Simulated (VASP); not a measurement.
A convergence study with VASP on CdS (wurtzite): one setting is varied, all else stays as given below, so the limit is that of these other settings.

```
CELL_PARAMETERS angstrom
      2.07000    -3.58534     0.00000
      2.07000     3.58534     0.00000
      0.00000     0.00000     6.72000
ATOMIC_POSITIONS crystal
  Cd 0.66667 0.33333 0.50000
  Cd 0.33333 0.66667 0.00000
  S  0.66667 0.33333 0.87700
  S  0.33333 0.66667 0.37700
```

Method: PBE GGA, VASP's PBE PAW potentials (set 64) (plane waves; VASP). The tightest run used: 550 eV cut-off, 15×15×9 Γ-centred mesh, tetrahedra with Blöchl corrections, potentials Cd S.

| setting | E (eV/atom) | pressure (GPa) | irreducible k-points |
|---|---|---|---|
| 3×3×2 mesh | -3.0240 | 3.22 | 6 |
| 4×4×2 mesh | -3.0553 | 2.93 | 8 |
| 5×5×3 mesh | -3.0617 | 2.90 | 10 |

### Question
These are the cheaper rows. Estimate the results at 15×15×9 mesh, and how far the last row shown lies from them.

### Answer

| quantity | tightest run | last row shown is off by |
|---|---|---|
| E (eV/atom) | -3.0641 | 0.0024 |
| pressure (GPa) | 2.88 | 0.02 |

Left out are rungs that failed or repeat a setting and relaxations that didn't move; long series are thinned to 24 rows.

The compound is CdS in the wurtzite structure. The cell was not relaxed at this level.
